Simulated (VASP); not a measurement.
# MgBe (Pm-3m) in VASP: a series of runs

One crystal, MgBe, is run at these levels: PBE, PBE+D4; tasks: single point, relaxation of cell and atoms.

Program: VASP 6.6.1. These are calculated values, not measurements. Logs are shortened: lines on timing, memory, paths and dates and some standing lists are left out, and cuts for length are marked.

## 1. The crystal as given

The structure is cubic, space group Pm-3m (No. 221). Conventional cell: a = 3.080 Å, b = 3.080 Å, c = 3.080 Å, α = 90.00°, β = 90.00°, γ = 90.00°. Be (site symmetry m-3m) has 8 Mg at 2.67 Å as nearest neighbours. Around Mg (site symmetry m-3m) lie 8 Be at 2.67 Å.

The cell was built by a generator and needn't be a form met in nature.

## 2. Single point, PBE

The input, INCAR:

```
SYSTEM = MgBe
ALGO = Fast
EDIFF = 1E-6
ENCUT = 520
GGA = PE
ISIF = 2
ISMEAR = -1
LASPH = .True.
LCHARG = .False.
LREAL = .False.
LWAVE = .False.
NBANDS = 9
NELM = 60
PREC = Accurate
SIGMA = 0.1
```

The input, KPOINTS:

```
k-points
0
Gamma
  6 6 6
  0 0 0
```

The input, POSCAR:

```
MgBe
1.0
    3.0799174091      0.0000000000      0.0000000000
    0.0000000000      3.0799174091      0.0000000000
    0.0000000000      0.0000000000      3.0799174091
Be Mg
1 1
Direct
    0.5000000000      0.5000000000      0.5000000000
    0.0000000000      0.0000000000      0.0000000000
```

Potentials or basis: VASP PAW PBE potentials, release 64 (Be, Mg).

Command:

```sh
$ cat potpaw_PBE.64/Be/POTCAR potpaw_PBE.64/Mg/POTCAR > POTCAR
$ mpirun -np 1 vasp_std > vasp.out
```

OUTCAR:

```text
SYSTEM = MgBe
   EDIFF = 1E-6
   ENCUT = 520
   GGA = PE
   ISIF = 2
   ISMEAR = -1
   LASPH = .True.
   LREAL = .False.
   NELM = 60
   PREC = Accurate

 ion  position               nearest neighbor table
   1  0.500  0.500  0.500-   2 2.67   2 2.67   2 2.67   2 2.67   2 2.67   2 2.67   2 2.67   2 2.67

   2  0.000  0.000  0.000-   1 2.67   1 2.67   1 2.67   1 2.67   1 2.67   1 2.67   1 2.67   1 2.67

  LATTYP: Found a simple cubic cell.
 ALAT       =     3.0799174091

  Lattice vectors:

 A1 = (   3.0799174091,   0.0000000000,   0.0000000000)
 A2 = (   0.0000000000,   3.0799174091,   0.0000000000)
 A3 = (   0.0000000000,   0.0000000000,   3.0799174091)

Analysis of symmetry for initial positions (statically):
=====================================================================
 Subroutine PRICEL returns:
 Original cell was already a primitive cell.

 Routine SETGRP: Setting up the symmetry group for a
 simple cubic supercell.

 Subroutine GETGRP returns: Found 48 space group operations
 (whereof 48 operations were pure point group operations)
 out of a pool of 48 trial point group operations.

The static configuration has the point symmetry O_h .

Analysis of symmetry for dynamics (positions and initial velocities):
=====================================================================
 Subroutine PRICEL returns:
 Original cell was already a primitive cell.

 Routine SETGRP: Setting up the symmetry group for a
 simple cubic supercell.

 Subroutine GETGRP returns: Found 48 space group operations
 (whereof 48 operations were pure point group operations)
 out of a pool of 48 trial point group operations.

The dynamic configuration has the point symmetry O_h .

 Subroutine INISYM returns: Found 48 space group operations
 (whereof 48 operations are pure point group operations),
 and found     1 'primitive' translations

----------------------------------------------------------------------------------------

                                     Primitive cell

  volume of cell :      29.2158

  direct lattice vectors                    reciprocal lattice vectors
     3.079917409  0.000000000  0.000000000     0.324684031  0.000000000  0.000000000
     0.000000000  3.079917409  0.000000000     0.000000000  0.324684031  0.000000000
     0.000000000  0.000000000  3.079917409     0.000000000  0.000000000  0.324684031

  length of vectors
     3.079917409  3.079917409  3.079917409     0.324684031  0.324684031  0.324684031

[... 81 lines left out ...]
   ISIF   =      2    stress and relaxation
   ISYM   =      2    0-nonsym 1-usesym 2-fastsym
   POTIM  = 0.5000    time-step for ionic-motion
   TEBEG  =    0.0;   TEEND  =   0.0 temperature during run
   PSTRESS=    0.0 pullay stress
   NELECT =       4.0000    total number of electrons
   NUPDOWN=      -1.0000    fix difference up-down
   EMIN   =  10.00;   EMAX   =-10.00  energy-range for DOS
   EFERMI =   0.00;   METHOD = LEGACY
   ISMEAR =    -1;   SIGMA  =   0.10  broadening in eV -4-tet -1-fermi 0-gaus
   EFERMI_NEDOS =   21; number of points for ismear=-14 and -15
   IALGO  =     68    algorithm
   IMIX   =      4    mixing-type and parameters
     AMIX     =   0.40;   BMIX     =  1.00
     AMIX_MAG =   1.60;   BMIX_MAG =  1.00
  volume/ion in A,a.u.               =      14.61        98.58
  Fermi-wavevector in a.u.,A,eV,Ry     =   0.843767  1.594488  9.686564  0.711942
  Thomas-Fermi vector in A             =   1.958687
   LORBIT       =      0    0 simple, 1 ext, 2 COOP (PROOUT), +10 PAW based schemes
   GGA     = PE    functional components
   LHFCALC =     F    Hartree Fock is set to
   AEXX    =    0.0000 exact exchange contribution
   IVDW    =     0    specifies the selected vdW correction
   LEPSILON=     F    determine dielectric tensor
   LRPA    =     F    only Hartree local field effects (RPA)
 non-spin polarized calculation
 RMM-DIIS sequential band-by-band and
  energy-cutoff  :      520.00
  volume of cell :       29.22
 maximum number of plane-waves:       840
 NGX is ok and might be reduce to    24
   NGX = 11   NGY = 11   NGZ = 11

 number of electron       4.0000000 magnetization

 Free energy of the ion-electron system (eV)
  ---------------------------------------------------
  ext. energy  EPLUGINS =         0.00000000
  ---------------------------------------------------
  free energy    TOTEN  =        -4.53875760 eV

  energy without entropy =       -4.51295965  energy(sigma->0) =       -4.52585863

 E-fermi :   4.1041     XC(G=0):  -9.3817

 val. band max:        3.9798917089   @ k =   0.3333   0.3333   0.3333
 cond. band min:       4.1058298560   @ k =   0.3333   0.3333   0.0000
 fundamental gap:      0.1259381472
 Fermi energy:         4.1040533470

 k-point     1 :       0.0000    0.0000    0.0000
  band No.  band energies     occupation
      1      -4.4599      2.00000
      2       7.9519      0.00000
      3       7.9519      0.00000
      4       7.9519      0.00000
      5      10.1531      0.00000
      6      10.1531      0.00000
      7      15.0083      0.00000
      8      21.3176      0.00000
      9      21.3176      0.00000
[... 217 lines left out ...]
 k-point    20 :       0.5000    0.5000    0.5000
  band No.  band energies     occupation
      1       4.1833      0.62331
      2       4.1833      0.62331
      3       4.1833      0.62331
      4       7.0244      0.00000
      5       7.0244      0.00000
      6       7.0244      0.00000
      7       7.1859      0.00000
      8      11.4840      0.00000
      9      26.2380      0.00000

------------------------ aborting loop because EDIFF is reached ----------------------------------------

  FORCE on cell =-STRESS in cart. coord.  units (eV):
  Direction    XX          YY          ZZ          XY          YZ          ZX
  --------------------------------------------------------------------------------------
  -------------------------------------------------------------------------------------
  Total       -0.0192581     -0.0192581     -0.0192581     -0.0000000     -0.0000000      0.0000000
  in kB       -1.0561043     -1.0561043     -1.0561043     -0.0000000     -0.0000000      0.0000000
  external PRESSURE =      -1.0561043 kB  Pullay stress =       0.0000000 kB

 VOLUME and BASIS-vectors are now :
 -----------------------------------------------------------------------------
  energy-cutoff  :      520.00
  volume of cell :       29.22
      direct lattice vectors                 reciprocal lattice vectors
     3.079917409  0.000000000  0.000000000     0.324684031  0.000000000  0.000000000
     0.000000000  3.079917409  0.000000000     0.000000000  0.324684031  0.000000000
     0.000000000  0.000000000  3.079917409     0.000000000  0.000000000  0.324684031

 POSITION                                       TOTAL-FORCE (eV/Angst)
 -----------------------------------------------------------------------------------
      1.53996      1.53996      1.53996         0.000000      0.000000      0.000000
      0.00000      0.00000      0.00000         0.000000      0.000000      0.000000
 -----------------------------------------------------------------------------------
    total drift:                                0.000000     -0.000000     -0.000000

  FREE ENERGIE OF THE ION-ELECTRON SYSTEM (eV)
  ---------------------------------------------------
  free  energy   TOTEN  =        -4.5387576036 eV

  energy  without entropy=       -4.5129596477  energy(sigma->0) =       -4.52585863
```

stdout:

```text
POSCAR found type information on POSCAR BeMg
 POSCAR found :  2 types and       2 ions
 scaLAPACK will be used
 LDA part: xc-table for (Slater+PW92), standard interpolation
 POSCAR, INCAR and KPOINTS ok, starting setup
 FFT: planning ... GRIDC
 FFT: planning ... GRID_SOFT
 FFT: planning ... GRID
 WAVECAR not read
 entering main loop
```

Wall time 3.4 s (1 thread of AMD EPYC 9R45 (Zen 5), shared host); peak memory 0.1 GiB.

Results:

```
Free energy            : -4.5388 eV
Pressure               : -0.1 GPa
Band gap on the k mesh : none (metal or under the smearing width)
```

## 3. Relaxation of cell and atoms, PBE

This run uses another cell than the first one, of 14.20 Å³/atom, 0.972 times its volume.

The input, INCAR:

```
SYSTEM = MgBe
PREC     = Accurate       ! precision mode
ENCUT    = 600            ! plane-wave cutoff, eV
EDIFF    = 1E-6           ! SCF threshold, eV
ISMEAR   = -1             ! smearing method
SIGMA    = 0.1            ! smearing width, eV
LREAL    = .FALSE.        ! projectors in reciprocal space
LASPH    = .TRUE.         ! aspherical terms in the spheres
NELM     = 80             ! most SCF steps
ALGO     = Normal         ! electronic algorithm
ISIF     = 3              ! what is computed and relaxed
LWAVE    = .FALSE.        ! write WAVECAR
LCHARG   = .FALSE.        ! write CHGCAR
GGA      = PE             ! functional
IBRION   = 2              ! ionic algorithm
NSW      = 60             ! ionic steps
EDIFFG   = -0.01          ! ionic threshold
```

The input, KPOINTS:

```
Automatic mesh
0
G
  6 6 6
  0 0 0
```

The input, POSCAR:

```
MgBe
1.0
    3.0508990000      0.0000000000      0.0000000000
    0.0000000000      3.0508990000      0.0000000000
    0.0000000000      0.0000000000      3.0508990000
Be Mg
1 1
Direct
    0.5000000000      0.5000000000      0.5000000000
    0.0000000000      0.0000000000      0.0000000000
```

Potentials or basis: VASP PAW PBE potentials, release 64 (Be, Mg).

Command:

```sh
$ cat potpaw_PBE.64/Be/POTCAR potpaw_PBE.64/Mg/POTCAR > POTCAR
$ mpirun -np 1 vasp_std > vasp.out
```

It took 4.7 s on 1 thread of AMD EPYC 9R45 (Zen 5), shared host; peak memory 0.11 GiB.

The run converged. Its results:

```yaml
Free_energy: -4.5389 eV
Relaxed_volume: 14.59 Å³/atom
Relaxed_cell: a = 3.078 Å, b = 3.078 Å, c = 3.078 Å, α = 90.00°, β = 90.00°, γ = 90.00°
Space_group_after_relaxing_to_0.05_Å: Pm-3m (No. 221)
Energy_gained_by_relaxing: 2.0 meV/atom
Ionic_steps: 3
Pressure_after_relaxing: 0.0 GPa
Band_gap_on_the_k_mesh: none (metal or under the smearing width)
```

Step by step:
```tsv
step	energy change (eV)	largest force (eV/Å)	pressure (GPa)	volume (Å³)
1	0.0000	0.0000	1.71	28.40
2	-0.0039	0.0000	0.30	29.03
3	-0.0040	0.0000	-0.01	29.17
```

Final structure:
```
Be Mg
1.0
     3.07834    0.00000    0.00000
     0.00000    3.07834    0.00000
     0.00000    0.00000    3.07834
Be Mg
1 1
Cartesian
  1.5392 1.5392 1.5392
  0.0000 0.0000 0.0000
```

Levels at points of the mesh, in eV from the Fermi level:
```tsv
k point	band 1	band 2	band 3	band 4	band 5
(0.00, 0.00, 0.00)	-8.57	3.85	3.85	3.85	6.05
(0.50, 0.00, 0.00)	-5.05	-5.00	5.54	5.54	9.38
(0.50, 0.50, 0.00)	-2.36	-2.36	-1.40	0.68	7.40
(0.50, 0.50, 0.50)	0.08	0.08	0.08	2.92	2.92
```

## 4. Single point, PBE+D4

This run uses another cell than the first one, of 14.36 Å³/atom, 0.983 times its volume.

The input, INCAR:

```
SYSTEM = MgBe
ALGO = Normal ; EDIFF = 1E-6
ENCUT = 520 ; GGA = PE
ISIF = 2 ; ISMEAR = -1
IVDW = 13 ; LASPH = .TRUE.
LCHARG = .FALSE. ; LREAL = .FALSE.
LWAVE = .FALSE. ; NBANDS = 9
NELM = 80 ; PREC = Accurate
SIGMA = 0.1
```

The input, KPOINTS:

```
k-points
0
G
  6 6 6
  0 0 0
```

The input, POSCAR:

```
MgBe
1.0
    3.0624478367      0.0000000000      0.0000000000
    0.0000000000      3.0624478367      0.0000000000
    0.0000000000      0.0000000000      3.0624478367
Be Mg
1 1
Direct
    0.5000000000      0.5000000000      0.5000000000
    0.0000000000      0.0000000000      0.0000000000
```

Command:

```sh
$ cat potpaw_PBE.64/Be/POTCAR potpaw_PBE.64/Mg/POTCAR > POTCAR
$ mpirun -np 1 vasp_std > vasp.out
```

It took 3.5 s on 1 thread of AMD EPYC 9R45 (Zen 5), shared host; peak memory 0.1 GiB.

Results (log left out):

```
Free energy                : -4.7252 eV
Pressure                   : -0.1 GPa
Band gap on the k mesh     : none (metal or under the smearing width)
Dispersion energy per atom : -0.094 eV
```

Levels at points of the mesh, in eV from the Fermi level:
| k point | band 1 | band 2 | band 3 | band 4 | band 5 |
| --- | --- | --- | --- | --- | --- |
| (0.00, 0.00, 0.00) | -8.65 | 3.89 | 3.89 | 3.89 | 6.08 |
| (0.50, 0.00, 0.00) | -5.09 | -5.05 | 5.59 | 5.59 | 9.44 |
| (0.50, 0.50, 0.00) | -2.39 | -2.39 | -1.40 | 0.71 | 7.48 |
| (0.50, 0.50, 0.50) | 0.06 | 0.06 | 0.06 | 2.95 | 2.95 |

Caveat: pairwise dispersion overbinds metals, which lowers pressure and volume.

## 5. Relaxation of cell and atoms, PBE+D4

This run uses another cell than the first one, of 14.20 Å³/atom, 0.972 times its volume.

The input, INCAR:

```
ALGO = Normal
EDIFF = 1E-6
EDIFFG = -0.01
ENCUT = 600
GGA = PE
IBRION = 2
ISIF = 3
ISMEAR = -1
IVDW = 13
LASPH = True
LCHARG = False
LREAL = False
LWAVE = False
NELM = 100
NSW = 60
PREC = Accurate
SIGMA = 0.1
```

The input, KPOINTS:

```
k-points
0
Gamma
  6 6 6
```

The input, POSCAR:

```
MgBe
1.0
    3.0508990000      0.0000000000      0.0000000000
    0.0000000000      3.0508990000      0.0000000000
    0.0000000000      0.0000000000      3.0508990000
Be Mg
1 1
Direct
    0.5000000000      0.5000000000      0.5000000000
    0.0000000000      0.0000000000      0.0000000000
```

Potentials or basis: VASP PAW PBE potentials, release 64 (Be, Mg).

Command:

```sh
$ cat potpaw_PBE.64/Be/POTCAR potpaw_PBE.64/Mg/POTCAR > POTCAR
$ mpirun -np 1 vasp_std > vasp.out
```

OUTCAR:

```text
EDIFF = 1E-6
   EDIFFG = -0.01
   ENCUT = 600
   GGA = PE
   IBRION = 2
   ISIF = 3
   ISMEAR = -1
   IVDW = 13
   LASPH = True
   LREAL = False
   NELM = 100
   NSW = 60
   PREC = Accurate

 ion  position               nearest neighbor table
   1  0.500  0.500  0.500-   2 2.64   2 2.64   2 2.64   2 2.64   2 2.64   2 2.64   2 2.64   2 2.64

   2  0.000  0.000  0.000-   1 2.64   1 2.64   1 2.64   1 2.64   1 2.64   1 2.64   1 2.64   1 2.64

  LATTYP: Found a simple cubic cell.
 ALAT       =     3.0508990000

  Lattice vectors:

 A1 = (   3.0508990000,   0.0000000000,   0.0000000000)
 A2 = (   0.0000000000,   3.0508990000,   0.0000000000)
 A3 = (   0.0000000000,   0.0000000000,   3.0508990000)

Analysis of symmetry for initial positions (statically):
[... 166 lines left out ...]
  ---------------------------------------------------
  free energy    TOTEN  =        -4.53490171 eV

  energy without entropy =       -4.51061326  energy(sigma->0) =       -4.52275748

------------------------ aborting loop because EDIFF is reached ----------------------------------------

  DFT-D4 for vdW energy calculation

  Edisp (eV):   -0.18992
[... 71 lines left out ...]
--------------------------------------- Ionic step        3  -------------------------------------------

 number of electron       4.0000000 magnetization

 Free energy of the ion-electron system (eV)
  ---------------------------------------------------
  ext. energy  EPLUGINS =         0.00000000
  ---------------------------------------------------
  free energy    TOTEN  =        -4.53733797 eV

  energy without entropy =       -4.51250077  energy(sigma->0) =       -4.52491937

 E-fermi :   4.2237     XC(G=0):  -9.4417

 val. band max:        4.0816273562   @ k =   0.3333   0.3333   0.3333
 cond. band min:       4.2397886354   @ k =   0.3333   0.3333   0.0000
 fundamental gap:      0.1581612792
 Fermi energy:         4.2236659762

 k-point     1 :       0.0000    0.0000    0.0000
  band No.  band energies     occupation
      1      -4.4324      2.00000
      2       8.1221      0.00000
      3       8.1221      0.00000
      4       8.1221      0.00000
      5      10.3013      0.00000
      6      10.3013      0.00000
[... 202 lines left out ...]
  FREE ENERGIE OF THE ION-ELECTRON SYSTEM (eV)
  ---------------------------------------------------
  free  energy   TOTEN  =        -4.7253654255 eV

  energy  without entropy=       -4.7005282324  energy(sigma->0) =       -4.71294683

 reached required accuracy - stopping structural energy minimisation
```

CONTCAR:

```text
MgBe
   1.00000000000000
     3.0610106561132353    0.0000000000000000   -0.0000000000000000
     0.0000000000000000    3.0610106561132353    0.0000000000000000
    -0.0000000000000000    0.0000000000000000    3.0610106561132353
  Be              Mg
     1     1
Direct
     0.5000000000000000    0.5000000000000000    0.5000000000000000
     0.0000000000000000    0.0000000000000000    0.0000000000000000

  0.00000000E+00  0.00000000E+00  0.00000000E+00
  0.00000000E+00  0.00000000E+00  0.00000000E+00
```

Wall time 5.1 s (1 thread of AMD EPYC 9R45 (Zen 5), shared host); peak memory 0.1 GiB.

What came out:

```yaml
Free_energy: -4.7254 eV
Relaxed_volume: 14.34 Å³/atom
Relaxed_cell: a = 3.061 Å, b = 3.061 Å, c = 3.061 Å, α = 90.00°, β = 90.00°, γ = 90.00°
Space_group_after_relaxing_to_0.05_Å: Pm-3m (No. 221)
Energy_gained_by_relaxing: 0.3 meV/atom
Ionic_steps: 3
Pressure_after_relaxing: 0.0 GPa
Band_gap_on_the_k_mesh: none (metal or under the smearing width)
Dispersion_energy_per_atom: -0.094 eV
```

The path:
| step | energy change (eV) | largest force (eV/Å) | pressure (GPa) | volume (Å³) |
| --- | --- | --- | --- | --- |
| 1 | 0.0000 | 0.0000 | 0.63 | 28.40 |
| 2 | -0.0005 | 0.0000 | 0.11 | 28.63 |
| 3 | -0.0005 | 0.0000 | -0.01 | 28.68 |

Final structure:
```
Be Mg
1.0
     3.06101    0.00000    0.00000
     0.00000    3.06101    0.00000
     0.00000    0.00000    3.06101
Be Mg
1 1
Direct
  0.50000 0.50000 0.50000
  0.00000 0.00000 0.00000
```

Levels at points of the mesh, in eV from the Fermi level:
| k point | band 1 | band 2 | band 3 | band 4 | band 5 |
| --- | --- | --- | --- | --- | --- |
| (0.00, 0.00, 0.00) | -8.66 | 3.90 | 3.90 | 3.90 | 6.08 |
| (0.50, 0.00, 0.00) | -5.09 | -5.05 | 5.59 | 5.59 | 9.45 |
| (0.50, 0.50, 0.00) | -2.39 | -2.39 | -1.39 | 0.71 | 7.49 |
| (0.50, 0.50, 0.50) | 0.06 | 0.06 | 0.06 | 2.96 | 2.96 |

Caveat: pairwise dispersion overbinds metals, which lowers pressure and volume.

## 6. Overview

```csv
task,level,cell,cutoff (eV),gap on the mesh (eV),pressure (GPa),relaxed volume (Å³/atom)
single point,PBE,"Pm-3m, 14.61 Å³/atom",520,none,-0.1,-
relaxation of cell and atoms,PBE,relaxed,600,none,0.0,14.59
single point,PBE+D4,"Pm-3m, 14.36 Å³/atom",520,none,-0.1,-
relaxation of cell and atoms,PBE+D4,relaxed,600,none,0.0,14.34
```

Alike in all rows: potentials or basis VASP PAW PBE potentials, release 64 (Be, Mg); no spin polarisation; k mesh 6 × 6 × 6; smearing fermi-dirac 0.1 eV.

Caveats: pairwise dispersion overbinds metals, which lowers pressure and volume (some runs).

Total energies depend on the potentials used, so only differences within one code and one set of settings carry meaning.
